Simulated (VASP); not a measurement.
These are optB86b-vdW, VASP's PBE PAW potentials (set 64) (plane waves; VASP) values and carry that method's errors.

A VASP calculation is set up with these files.

**KPOINTS**
```
k-points along high-symmetry lines
10
Line-mode
Reciprocal
  0.000000   0.000000   0.000000 ! GAMMA
  0.000000   0.500000   0.000000 ! X

  0.000000   0.500000   0.000000 ! X
  0.500000   0.500000   0.000000 ! M

  0.500000   0.500000   0.000000 ! M
  0.000000   0.000000   0.000000 ! GAMMA

  0.000000   0.000000   0.000000 ! GAMMA
  0.000000   0.000000   0.500000 ! Z

  0.000000   0.000000   0.500000 ! Z
  0.000000   0.500000   0.500000 ! R

  0.000000   0.500000   0.500000 ! R
  0.500000   0.500000   0.500000 ! A

  0.500000   0.500000   0.500000 ! A
  0.000000   0.000000   0.500000 ! Z

  0.000000   0.500000   0.000000 ! X
  0.000000   0.500000   0.500000 ! R

  0.500000   0.500000   0.000000 ! M
  0.500000   0.500000   0.500000 ! A
```

**INCAR**
```
# general
SYSTEM   = SnO2
PREC     = Accurate
ENCUT    = 520
LREAL    = .FALSE.   # projection in real space or not
LASPH    = .TRUE.   # aspherical one-centre terms
ICHARG   = 11   # fixed density

# electronic loop
EDIFF    = 1E-7   # SCF stop (eV)
NELM     = 100
ALGO     = Normal   # blocked Davidson
LMAXMIX  = 4   # l cut-off of mixed one-centre charges

# smearing
ISMEAR   = 0
SIGMA    = 0.05   # width (eV)

# functional
GGA      = MK
LUSE_VDW = .TRUE.
AGGAC    = 0.0
PARAM1   = 0.1234
PARAM2   = 1.0

# output
LWAVE    = .FALSE.
LCHARG   = .FALSE.
LORBIT   = 11   # lm-projected
```

POSCAR:
```
SnO2
1
    4.7884999590     0.0000000000     0.0000000000
    0.0000000000     4.7884999590     0.0000000000
    0.0000000000     0.0000000000     3.2366640055
Sn O
2 4
Direct
  0.0000000000   0.0000000000   0.0000000000
  0.5000000000   0.5000000000   0.5000000000
  0.3061319584   0.3061319584   0.0000000000
  0.8061319584   0.1938680416   0.5000000000
  0.1938680416   0.8061319584   0.5000000000
  0.6938680416   0.6938680416   0.0000000000
```

POTCAR, in this order: Sn_d O (PBE.64 set). Program: vasp_std. Read from the step before: CHGCAR.

The run wrote:

**OSZICAR**
```
       N       E                     dE             d eps       ncg     rms          rms(c)
DAV:   1     0.652523268299E+03    0.65252E+03   -0.26342E+04  6059   0.264E+03
DAV:   2     0.745555935156E+02   -0.57797E+03   -0.55938E+03  6099   0.699E+02
DAV:   3    -0.199312551587E+02   -0.94487E+02   -0.92842E+02  6574   0.223E+02
DAV:   4    -0.245539868834E+02   -0.46227E+01   -0.46012E+01  6493   0.553E+01
DAV:   5    -0.247012281739E+02   -0.14724E+00   -0.14720E+00  7655   0.970E+00
DAV:   6    -0.247059435956E+02   -0.47154E-02   -0.47153E-02  7290   0.146E+00
DAV:   7    -0.247061312750E+02   -0.18768E-03   -0.18768E-03  8147   0.244E-01
DAV:   8    -0.247061325430E+02   -0.12681E-05   -0.12681E-05  7332   0.233E-02
DAV:   9    -0.247061325680E+02   -0.24985E-07   -0.25017E-07  5703   0.338E-03
   1 F= -.24706133E+02 E0= -.24706133E+02  d E =-.123413E-18
```

**OUTCAR**
```
 val. band max:        5.5729482031   @ k =   0.0000   0.0000   0.0000

 cond. band min:       6.3846963781   @ k =   0.0000   0.0000   0.0000



 k-point     1 :       0.0000    0.0000    0.0000
  band No.  band energies     occupation
      1     -15.4233      2.00000
      2     -14.7177      2.00000
      3     -14.5221      2.00000
      4     -14.4952      2.00000
      5     -14.4952      2.00000
      6     -14.4318      2.00000
      7     -14.3896      2.00000
      8     -14.3138      2.00000
      9     -14.2762      2.00000
     10     -14.2762      2.00000
     11     -13.1001      2.00000
     12     -11.3175      2.00000
     13     -11.3175      2.00000
     14      -9.6937      2.00000
     15      -2.4406      2.00000
     16       1.6433      2.00000
     17       1.6433      2.00000
     18       1.7195      2.00000
     19       2.5835      2.00000
     20       3.6050      2.00000
     21       3.6550      2.00000
     22       4.3189      2.00000
     23       4.3189      2.00000
     24       4.8302      2.00000
     25       4.8302      2.00000
     26       5.5729      2.00000
     27       6.3847      0.00000
     28      11.3180      0.00000
     29      11.6548      0.00000
     30      11.6548      0.00000
     31      15.7732      0.00000

 k-point     2 :       0.0000    0.0556    0.0000
  band No.  band energies     occupation
      1     -15.4189      2.00000
      2     -14.7224      2.00000
      3     -14.5220      2.00000
      4     -14.4950      2.00000
      5     -14.4950      2.00000
      6     -14.4359      2.00000
      7     -14.3889      2.00000
      8     -14.3143      2.00000
      9     -14.2764      2.00000
     10     -14.2764      2.00000
     11     -13.0906      2.00000
     12     -11.3383      2.00000
     13     -11.3006      2.00000
     14      -9.6993      2.00000
     15      -2.4202      2.00000
     16       1.5795      2.00000
     17       1.6573      2.00000
     18       1.7309      2.00000
...
```

The density is held fixed in this step, so its total energy and stress have no physical meaning. Unless said otherwise, spin-orbit coupling is left out, though it shifts the bands of the heavy elements here.

The compound is SnO2 in the rutile structure. It was relaxed first.
